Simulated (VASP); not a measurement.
```
Sr
1.0
    0.00000     3.04000     3.04000
    3.04000     0.00000     3.04000
    3.04000     3.04000     0.00000
Sr
1
Direct
  0.00000   0.00000   0.00000
```

Method: MS2 meta-GGA, VASP's PBE PAW potentials (set 64) (plane waves; VASP). Numerical set-up: 520 eV cut-off, 9×9×9 Γ-centred mesh, first-order Methfessel-Paxton smearing of 0.10 eV, potentials Sr_sv.

Energy and stress use the plane-wave basis of the starting cell.

Q: The ions, cell shape and volume are relaxed. Which structure does the run end with?

A: 
```
Sr
1.0
    0.00000     3.01448     3.01448
    3.01448     0.00000     3.01448
    3.01448     3.01448     0.00000
Sr
1
Direct
  0.00000   0.00000   0.00000
```
Space group Fm-3m (225), at a tolerance of 0.03 Å.

Q: How do energy and volume change from the first to the last step?

A: The energy (σ→0) changes by -1.4 meV/atom and the volume by -2.5 %, in 5 ionic steps.

The compound is Sr in the fcc structure. This run relaxes it. Symmetry was kept, so distortions that lower it aren't found.
